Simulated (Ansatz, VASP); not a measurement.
# Cross-check of PtSe2 between VASP and Ansatz, part 2 of 2

Wanted: the spread between two codes on one cell, functional and k mesh. The cell is taken from a series of runs on this material, whose earlier steps may have relaxed, scaled, displaced or heated it; both programs get it as it stands.

VASP 6.6.1 and Ansatz 0.2.0.

So far: Starting point; VASP: zone-centre phonons, PBE with D3(BJ).

### 3. Ansatz: zone-centre phonons, PBE with D3(BJ)

Level of this step: Ansatz beside VASP: Kohn-Sham DFT, plane waves, PBE with D3(BJ) (Ansatz).

Ansatz runs on its PAW soft_1 files.

The same cell, functional and mesh now go to Ansatz, which takes its cutoff from its data sets.

input.yaml reads:

```yaml
crystal:
  lattice:
    - [3.7069622874, 0.0, 0.0]
    - [-1.8534811437, 3.2103235118, 0.0]
    - [0.0, 0.0, 28.9999648]
  atoms:
    - { symbol: Pt, position: [0.0, 0.0, 0.3206900444] }
    - { symbol: Se, position: [0.3333333333, 0.6666666667, 0.3663630245] }
    - { symbol: Se, position: [0.6666666667, 0.3333333333, 0.2750170643] }
  periodic: [true, true, false]
kpoints:
  mp_grid: { grid: [9, 9, 1] }
hamiltonian:
  xc: pbe
  dispersion: d3bj
  pseudopotentials: { kind: paw, azcp: { folder: soft_1 } }
scf:
  occupations: { method: fixed }
output:
  eigenvalues: true
phonons:
  method: dfpt
```

Run with:

```sh
$ ansatz run input.yaml --threads 8 --pin off --max-ram 20480MiB --backend cpu --events-out ev --progress --plain --runs-dir out
```

Numbers of over 12 decimals in the logs are rounded to 6 here.

Output:

```text
Warning: crystal.symmetry: narrowed to the stabiliser of the run's FFT grids — unitary ops 12 → 6. A phonons.method: dfpt run fills in the rows of the dynamical matrix that it does not solve by its symmetry operations, which is exact only for operations that map its FFT grids onto themselves: filled in by any other, the frequencies could depend on the order in which like atoms are typed, or, by more than the grids' own error, on where the crystal sits among the grids' points. Excluded: 6 operations. The run can therefore solve more perturbations, solve them on more k-points, or both, and cost more. [rest of the remark cut]
Engine: ansatz 0.2.0, aarch64-unknown-linux-gnu
Pseudopotentials: kind: paw
Pseudopotential: Pt, paw, valence charge 18, recommended cutoff 420 eV (normal), soft_1/Pt.paw.azcp
Pseudopotential: Se, paw, valence charge 16, recommended cutoff 420 eV (normal), soft_1/Se.paw.azcp
Functional definition: PBE
  parameter kappa = 0.804
  parameter beta = 0.066725
  exchange = pbe_x(kappa = kappa, mu = beta*pi^2/3)
  correlation = pbe_c(beta = beta)
Crystal: 3 atoms, lattice volume = 345.115 Å³
Basis set: ecut = 420 eV, 6781 PW (Γ), exchange–correlation on 50×50×400 points (8 copies of the dense FFT grid, shifted against one another)
Bands: 30, of which v1, the nominal top of the filled ones, is band 25 counted from 1 (24 counted from 0)
Symmetry: 12 space group operations
k-points: 25 of 81 (irreducible under 2 space group operations, time reversal used)
Non-local potential: Pt, projectors of the file, l = 0: 3, l = 1: 2, l = 2: 2, l = 3: 1
Non-local potential: Se, projectors of the file, l = 0: 2, l = 1: 2, l = 2: 3, l = 3: 1
PAW form: soft (Blöchl's): semilocal exchange-correlation on the pseudo side does not see the compensation charge
PAW one-centre angular grid: Pt, 590 points (default); XC on 64 Gauss nodes
PAW one-centre angular grid: Se, 590 points (default); XC on 64 Gauss nodes
Initial density: superposition of atomic densities (neutral atoms: chi_scale 0, normalization atom)
Initial wavefunctions: pseudopotential atomic-orbital guess
Functional: x = pbe(κ = 0.804, μ = 0.219515), c = pbe(β = 0.066725)
SCF iter   1: F=—  HF=-23465.770464 eV  |F-HF|=—  |Δ(HF+E_count)|=         —  Δρ=3.44e-2  dr2=4.46e0  ethr=3.10e-3  ⟨swp⟩=6.4  Hψ=3092  notcnv=0  defer=74
preconditioner: auto → Resta (q_TF=auto, 1.977 Å⁻¹)  ε∞=2.0  [insulator: Δε(μ)=1.618 eV  Ē_g=9.331 eV  n_scr=36 (ndim 8)  ℏωp=9.4 eV  f_vac=0.780  ε∞_Penn≈2.0  vacuum switching on, ρ_ref=6.3e-3 e/Å³]
SCF iter   2: F=—  HF=-23465.568756 eV  |F-HF|=—  |Δ(HF+E_count)|=   2.02e-1  Δρ=2.12e-2  dr2=3.19e0  ethr=3.10e-3  ⟨swp⟩=4.2  Hψ=2051  notcnv=0  defer=75
SCF iter   3: F=—  HF=-23464.974689 eV  |F-HF|=—  |Δ(HF+E_count)|=   5.94e-1  Δρ=8.29e-3  dr2=9.46e-2  ethr=3.10e-3  ⟨swp⟩=3.0  Hψ=1483  notcnv=0  defer=75
SCF iter   4: F=—  HF=-23464.957859 eV  |F-HF|=—  |Δ(HF+E_count)|=   1.68e-2  Δρ=7.23e-4  dr2=8.11e-4  ethr=1.89e-4  ⟨swp⟩=3.1  Hψ=1456  notcnv=0  defer=75
SCF iter   5: F=—  HF=-23464.957746 eV  |F-HF|=—  |Δ(HF+E_count)|=   1.13e-4  Δρ=2.34e-4  dr2=1.58e-4  ethr=1.62e-6  ⟨swp⟩=3.9  Hψ=1809  notcnv=0  defer=75
SCF iter   6: F=—  HF=-23464.957801 eV  |F-HF|=—  |Δ(HF+E_count)|=   5.53e-5  Δρ=7.64e-5  dr2=2.20e-5  ethr=3.17e-7  ⟨swp⟩=3.9  Hψ=1754  notcnv=0  defer=75
SCF iter   7: F=—  HF=-23464.957810 eV  |F-HF|=—  |Δ(HF+E_count)|=   8.54e-6  Δρ=1.79e-5  dr2=1.37e-6  ethr=4.40e-8  ⟨swp⟩=2.9  Hψ=1430  notcnv=0  defer=75
SCF iter   8: F=—  HF=-23464.957782 eV  |F-HF|=—  |Δ(HF+E_count)|=   2.84e-5  Δρ=6.84e-6  dr2=1.02e-7  ethr=2.74e-9  ⟨swp⟩=3.0  Hψ=1625  notcnv=0  defer=75
SCF iter   9: F=—  HF=-23464.957782 eV  |F-HF|=—  |Δ(HF+E_count)|=   9.26e-8  Δρ=2.15e-6  dr2=1.97e-8  ethr=2.03e-10  ⟨swp⟩=3.6  Hψ=1764  notcnv=0  defer=75
SCF iter  10: F=—  HF=-23464.957782 eV  |F-HF|=—  |Δ(HF+E_count)|=   5.70e-9  Δρ=1.62e-7  dr2=1.10e-10  ethr=3.93e-11  ⟨swp⟩=3.4  Hψ=1501  notcnv=0  defer=75
SCF iter  11: F=-23464.957782 eV  HF=-23464.957782 eV  |F-HF|=7.64e-11  |Δ(HF+E_count)|=  9.09e-10  Δρ=5.73e-8  dr2=1.57e-11  ethr=1.00e-12  ⟨swp⟩=26.4  Hψ=7330  notcnv=0
SCF 1 converged in 11 iterations: F = -23464.957782 eV  dr2 = 1.57e-11
  greatest PAW one-centre occupation: 1.000 electrons in one spin orbital (limit 2), on the Pt atom at site 0 (counted from 0), in its partial waves of l = 0
DFPT response loops at Γ: preconditioner auto → none (the input reference at scf.mixing.eps_inf says where Resta's filter doesn't serve); β = 0.50; Broyden in place of MSR1
SCF converged after 11 iterations
Free energy (F): -23464.957782 eV
Harris-Foulkes:  -23464.957782 eV  (|F-HF|=7.64e-11)
Internal energy: -23464.957782 eV  (E = F + TS)
E sigma→0 (E₀):  -23464.957782 eV
Fermi energy:    -5.652007 eV
--- Per-component energies (eV) ---
  E_band       = -1847.078327
  E_kinetic    = 816.434061
  E_local      = -119541.643932  (includes V_loc(G=0)·N_el)
  E_nonlocal   = -504.489319
  E_hartree    = 59264.603789
  E_xc         = -402.119209
  E_vxc        = -451.561872  (∫ρ·V_xc dr)
  E_paw        = -13744.469205  (= ΣΔE_a)
  E_vpaw       = -695.025473  (= ΣTr[D̂ρ^β])
  E_aug_tail   = 0.000389  (compensation charges beyond the density's cutoff)
  E_ewald      = 50647.621299
  E_disp       = -0.895655  (pairwise vdW)
  E_smearing   = -0.000000  (= −TS)
  E_closure    = 0.000000  (closes the sum)
  Σ components = -23464.957782   (vs F -23464.957782, Δ=0.00e0)
--- Band table (eV; the first three rows and the last of 25) ---
  k-point 0: bands = [... 21 lower, -6.9560, -6.3257, -5.6520, -5.6520, -2.6901, -2.6901, -1.1479 (-1.1480°), -0.4427, ... 1 higher]
  k-point 1: bands = [... 21 lower, -7.3476, -6.1073, -5.7509, -5.6555, -3.4756, -2.8746, -0.7224 (-0.7228°), -0.2411, ... 1 higher]
  k-point 2: bands = [... 21 lower, -7.8434, -6.0813, -5.9018, -5.8786, -4.2911, -3.0911, -0.0175 (-0.0184°), 0.1393, ... 1 higher]
  k-point 24: bands = [... 21 lower, -7.8422, -7.3132, -6.9599, -5.9421, -4.1556, -3.4544, 0.4367 (0.4367°), 0.9692, ... 1 higher]
  ° read free of the cell's end (the report's vacuum.weakly_bound_levels)
--- Phonons (Γ-DFPT): 6 representative perturbations + reference, on 25 of 81 k-points (Σ response iterations 26) ---
  ASR residual: 2.397e-4 → 0.000e0 eV/Å²; symmetrization residual: 3.245e-5 eV/Å²
  The last average, over the group as it would stand without the narrowing to the FFT grids, took up to 1.294e-5 eV/Å² of the zone centre's force constants
  pairwise dispersion correction: d3bj (s6 = 1.0, s8 = 0.7875, a1 = 0.4289, a2_bohr = 4.4407), with the weights of each atom's references fixed at the reference crystal's, and the forces and stress that the weights' published response gives there kept as a pressure on the atom's counted neighbours (hamiltonian.dispersion)
  ASR residual per site (eV/Å²): 2.40e-4 2.41e-5 4.20e-5
  Γ frequencies (cm⁻¹): 0.00 0.00 0.00 172.98 172.98 200.84 220.69 220.69 225.26
  non-analytic LO–TO correction: not included (Born effective charges unavailable; polar crystals: no LO–TO splitting at Γ)
```

The column dr2 measures how far the density is from self-consistency, as an energy; F and HF (Harris–Foulkes) agree once it is small.

### 4. Differences

Known differences besides the potentials themselves: fixed occupations in Ansatz, narrow Gaussian smearing in VASP; Ansatz cuts the interaction across the vacuum, VASP repeats the sheet without a dipole correction; the data sets hold 50 valence electrons in Ansatz (on its PAW soft_1 files) and 22 in VASP; the cutoff is 420 eV in Ansatz and 500 eV in VASP; Ansatz takes the dispersion share of the force constants at frozen C6 weights, VASP differentiates the full forces; VASP uses finite displacements, Ansatz perturbation theory. Total energies have different zeros and are not compared.

The two programs side by side:

```
                  quantity  Ansatz   VASP  difference
optical mode 1 to 2 (cm⁻¹)   173.0  173.0     -0.03 %
     optical mode 3 (cm⁻¹)   200.8  201.1     -0.15 %
optical mode 4 to 5 (cm⁻¹)   220.7  221.2     -0.23 %
     optical mode 6 (cm⁻¹)   225.3  225.8     -0.24 %
```

Modes are paired by rising frequency, not by their patterns, so a pair may set unlike modes beside each other; they are those without the splitting of longitudinal modes. Where the cell holds vacuum, a pressure given here is an average over it and none of the material.

### 5. Outcome

```yaml
r_m_s_difference_of_the_optical_zone_centre_modes_each_program_s_sorted_by_frequency_zone_centre_phonons_pbe_with_d3_bj: 0.39 cm⁻¹
```

What this shows: The r.m.s. difference of the optical zone-centre modes, each program's sorted by frequency is 0.39 cm⁻¹ (zone-centre phonons, PBE with D3(BJ)). The data sets hold unlike numbers of valence electrons (50 in Ansatz and 22 in VASP), so part of the differences may come from the potentials. Such differences can come from data sets, numerical settings and the points named under the comparisons, not from the functional's error against experiment.

[Lines on the potential files, build, host, timing and source positions are cut from VASP's logs without a mark.]

[Logs are printed without paths, hosts, clocks, repeated set-up lines and the standing remarks that a program may print on its own settings, such as how far it seeks lower states.]

[Hosts, paths, dates, database ids (printed as entryN), source tags and the programs' standing remarks are cut or masked in the printed files.]
